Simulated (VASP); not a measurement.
Calculation: revPBE GGA, VASP's PBE PAW potentials (set 64) (plane waves; VASP 6.6.1).

VASP input:

**KPOINTS**
```
kpoints
0
Gamma
 9 9 9
```

### POSCAR
```
GaSb
1.0
  0.0000000000   3.1326006979   3.1326006979
  3.1326006979   0.0000000000   3.1326006979
  3.1326006979   3.1326006979   0.0000000000
Ga Sb
1 1
direct
  0.0000000000   0.0000000000   0.0000000000
  0.2500000000   0.2500000000   0.2500000000
```

**INCAR**
```
SYSTEM = GaSb
PREC = Accurate
ENCUT = 520
EDIFF = 1E-6
NELM = 100
ALGO = Normal
LREAL = .FALSE.
LASPH = .TRUE.
ISMEAR = 1
SIGMA = 0.1
GGA = RE
LMAXMIX = 4
LWAVE = .FALSE.
LCHARG = .FALSE.
IBRION = 2
ISIF = 3
NSW = 60
EDIFFG = -0.01
```

POTCAR, in this order: Ga_d Sb (PBE.64 set). Program: vasp_std.

Unless said otherwise, spin-orbit coupling is left out, though it shifts the bands of the heavy elements here.

### Question
Estimate the energy per atom (σ→0), band gap (on the k-mesh).

### Answer

- energy per atom (σ→0): -3.403 eV/atom
- band gap (on the k-mesh): none (metal, semimetal or under 0.01 eV)

**OSZICAR**
```
...
DAV:   7    -0.680199408439E+01    0.49881E-03   -0.35653E-02  1083   0.183E+00    0.337E-01
DAV:   8    -0.680429606049E+01   -0.23020E-02   -0.55151E-03  1039   0.948E-01    0.643E-02
DAV:   9    -0.680524274292E+01   -0.94668E-03   -0.13669E-03   975   0.288E-01    0.350E-02
DAV:  10    -0.680537627789E+01   -0.13353E-03   -0.17109E-04  1050   0.802E-02    0.915E-03
DAV:  11    -0.680541173030E+01   -0.35452E-04   -0.77042E-05   995   0.690E-02    0.377E-03
DAV:  12    -0.680541465234E+01   -0.29220E-05   -0.56430E-06  1030   0.174E-02    0.824E-04
DAV:  13    -0.680541455340E+01    0.98948E-07   -0.11376E-07   635   0.353E-03
   1 F= -.68054146E+01 E0= -.68054186E+01  d E =-.680541E+01
```

The compound is GaSb in the zinc blende structure. It was relaxed first, which changed the volume by +8 %. The start is the result of an earlier pass.
